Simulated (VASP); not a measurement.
A run of VASP 6.6.1:

The input INCAR:

```
ALGO = Normal ; EDIFF = 1E-7
EDIFFG = -0.01 ; ENCUT = 600
GGA = PS ; IBRION = 2
ISIF = 2 ; ISMEAR = 0
KPAR = 2 ; LASPH = T
LCHARG = F ; LREAL = F
LWAVE = F ; NELM = 80
NSW = 40 ; PREC = Accurate
SIGMA = 0.03
```

KPOINTS

```
k-points
0
Gamma
  4 4 4
```

File POSCAR:

```
Cs2AgBiBr6                              
1.0
    0.0000000000      5.6672184402      5.6672184402
    5.6672184402      0.0000000000      5.6672184402
    5.6672184402      5.6672184402      0.0000000000
  Cs              Ag              Bi              Br            
     2     1     1     6
Direct
     0.2500000000000000    0.2500000000000000    0.2500000000000000
     0.7500000000000000    0.7500000000000000    0.7500000000000000
     0.5000000000000000    0.5000000000000000    0.5000000000000000
     0.0000000000000000    0.0000000000000000    0.0000000000000000
     0.2539881987594086    0.7460118012405914    0.2539881987594086
     0.2539881987594086    0.7460118012405914    0.7460118012405914
     0.7460118012405914    0.2539881987594086    0.7460118012405914
     0.7460118012405914    0.2539881987594086    0.2539881987594086
     0.2539881987594086    0.2539881987594086    0.7460118012405914
     0.7460118012405914    0.7460118012405914    0.2539881987594086
```

Potentials or basis: VASP PAW PBE potentials, release 64 (Cs_sv, Ag, Bi_d, Br).

The run is started by

```bash
$ cat potpaw_PBE.64/Cs_sv/POTCAR potpaw_PBE.64/Ag/POTCAR potpaw_PBE.64/Bi_d/POTCAR potpaw_PBE.64/Br/POTCAR > POTCAR
$ mpirun -np 2 vasp_std > vasp.out
```

Hardware: 2 MPI ranks on Intel(R) Xeon(R) 6975P-C (Granite Rapids), on a shared host.

Problem. How long does it take, and how much memory?

Solution. Wall time 2.4 min on 2 MPI ranks on Intel(R) Xeon(R) 6975P-C (Granite Rapids), on a shared host, peak memory 0.75 GiB a rank. Counts: scf iterations 29, k points 8, ion steps 3.
